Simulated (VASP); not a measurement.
The system is As.

```xyz
2
Lattice="1.8798 1.0853 3.4858 -1.8798 1.0853 3.4858 0.0000 -2.1705 3.4858" Properties=species:S:1:pos:R:3 pbc="T T T"
As    0.0000    0.0000    2.3795
As    0.0000    0.0000    8.0778
```

| Quantity | Value |
| --- | --- |
| Program | VASP 6.6.1 |
| Task | relaxation of cell and atoms |
| Functional | PBEsol |
| Potentials or basis | VASP PAW PBE potentials, release 64 (As) |
| Cutoff | 580 eV |
| k mesh | 15 × 15 × 15 |
| Occupations | gaussian, width 0.1 eV |
| Spin | no spin polarisation |

At the start: pressure 0.5 GPa; volume 21.33 Å³/atom.

Problem. Where does the relaxation end?

Solution. Over 12 steps the energy falls by 5.5 meV/atom and the volume is 20.90 Å³/atom (-2.1 %); space group R-3m (No. 166, to 0.05 Å).

Step by step:
```
step  energy change (eV)  largest force (eV/Å)  pressure (GPa)  volume (Å³)
   1              0.0000                0.2381            0.54        42.67
   2             -0.0036                0.0036           -0.97        43.11
   3             -0.0037                0.0352           -0.77        43.05
   4             -0.0073                0.0154           -0.51        42.63
   5             -0.0106                0.0180            0.06        41.86
   6             -0.0107                0.0241            0.18        41.71
   7             -0.0109                0.0201           -0.10        41.81
   8             -0.0109                0.0209           -0.05        41.79
   9             -0.0109                0.0082            0.09        41.75
  10             -0.0109                0.0035            0.04        41.76
  11             -0.0109                0.0040            0.03        41.76
  12             -0.0110                0.0015            0.00        41.79
```

Final structure:
```
As
1.0
     1.89439    1.09373    3.36163
    -1.89439    1.09373    3.36163
     0.00000   -2.18746    3.36163
As
2
Cartesian
  0.0000 0.0000 2.3252
  0.0000 0.0000 7.7597
```

Caveat: the PAW data sets were made with another functional, which shifts forces and pressure a little.
